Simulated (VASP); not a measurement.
Given:

```yaml
crystal:
  lattice:
    - [2.30283, 0.00000, 0.00000]
    - [0.00000, 2.30283, 0.00000]
    - [0.00000, 0.00000, 2.30283]
  atoms:
    - { symbol: Ni, position: [0.00000, 0.00000, 0.00000], spin: 0.9 }
```

All values below come from r2SCAN meta-GGA, VASP's PBE PAW potentials (set 64) (plane waves; VASP). Settings: 400 eV cut-off, 18×18×18 Γ-centred mesh, tetrahedra with Blöchl corrections, potentials Ni.

### Question
Predict the cell moment, energy per atom (σ→0), band gap (over mesh and band path) with the smallest direct gap where there is one.

### Answer

```
Item                                                                  Result
----------------------------------  ----------------------------------------
band gap (over mesh and band path)  none (metal, semimetal or under 0.01 eV)
cell moment                                                          0.82 μB
energy per atom (σ→0)                                        -11.172 eV/atom
```

### Question
Give the moment on each site (PAW-sphere projection).

### Answer

```
site  moment (μB)
----  -----------
Ni1          0.83
```

Total energies compare only between runs with the same potentials, cut-off and functional.

The structure was generated: Ni was put into the simple-cubic type (Pm-3m), which need not be its known phase. The cell was not relaxed at this level.
